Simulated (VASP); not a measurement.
Here is the system:

```xyz
6
Lattice="4.6277 0.0000 0.0000 0.0000 4.6277 0.0000 0.0000 0.0000 2.9730" Properties=species:S:1:pos:R:3 pbc="T T T"
Ti     0.0000     0.0000     0.0000
Ti     2.3138     2.3138     1.4865
O      1.4073     1.4073     0.0000
O      3.7211     0.9065     1.4865
O      0.9065     3.7211     1.4865
O      3.2204     3.2204     0.0000
```

Computed with revTPSS meta-GGA, VASP's PBE PAW potentials (set 64) (plane waves; VASP). Settings: 520 eV cut-off, 6×6×8 Γ-centred mesh, tetrahedra with Blöchl corrections, potentials Ti_sv O.

The cores are frozen, which limits the accuracy of field gradients.

Q: Give the principal components of the electric field gradient (V/Å²) and the asymmetry η at each nucleus.

A: 
```json
[
 {"atom": "Ti1", "Vxx": "11.9", "Vyy": "7.5", "Vzz": "-19.4", "η": "0.23"},
 {"atom": "Ti2", "Vxx": "11.9", "Vyy": "7.5", "Vzz": "-19.4", "η": "0.23"},
 {"atom": "O3", "Vxx": "-20.4", "Vyy": "-1.2", "Vzz": "21.7", "η": "0.89"},
 {"atom": "O4", "Vxx": "-20.4", "Vyy": "-1.2", "Vzz": "21.7", "η": "0.89"},
 {"atom": "O5", "Vxx": "-20.4", "Vyy": "-1.2", "Vzz": "21.7", "η": "0.89"},
 {"atom": "O6", "Vxx": "-20.4", "Vyy": "-1.2", "Vzz": "21.7", "η": "0.89"}
]
```

The compound is TiO2 in the rutile structure. It was relaxed first.
